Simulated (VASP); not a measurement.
Be3Se2S, 6 atoms in the cell. Symmetry: P-6m2, No. 187, hexagonal system. Conventional cell: a = 4.159 Å, b = 4.159 Å, c = 6.977 Å, α = 90.00°, β = 90.00°, γ = 120.00°. Be (site symmetry -6m2) has 6 Se at 2.70 Å as nearest neighbours. Be (site symmetry -6m2) is surrounded by 3 Be at 2.40 Å and 3 S at 2.40 Å. Around Be (site symmetry -6m2) lie 2 Se at 2.26 Å and 3 S at 2.40 Å and 3 Be at 2.40 Å. Around Se (site symmetry 3m) lie 1 Be at 2.26 Å and 1 Se at 2.45 Å. Around S (site symmetry -6m2) lie 6 Be at 2.40 Å. The cell was built by a generator and needn't be a form met in nature.

```yaml
Program: VASP 6.6.1
Task: relaxation of cell and atoms
Functional: PBE
Potentials_or_basis: VASP PAW PBE potentials, release 64 (Be, Se, S)
Cutoff: 520 eV
k_mesh: 4 × 4 × 2
Occupations: gaussian, width 0.15 eV
Spin: no spin polarisation
Further_INCAR_settings: PREC = Normal; ALGO = Fast; EDIFF = 0.0001; IBRION = 2; EDIFFG = -0.08; NSW = 24; ISIF = 3
```

Potentials or basis: VASP PAW PBE potentials, release 64 (Be, Se, S).

Command:

```console
$ cat potpaw_PBE.64/Be/POTCAR potpaw_PBE.64/Se/POTCAR potpaw_PBE.64/S/POTCAR > POTCAR
$ mpirun -np 1 vasp_std > vasp.out
```

Hardware: 1 thread of Intel(R) Xeon(R) Platinum 8488C (Sapphire Rapids), on a shared host.

Task: How long does it take, and how much memory?

Result: It took 34 s on 1 thread of Intel(R) Xeon(R) Platinum 8488C (Sapphire Rapids), with other jobs on the host, peak memory 0.17 GiB. Counts: scf iterations 53, k points 8, ion steps 8.
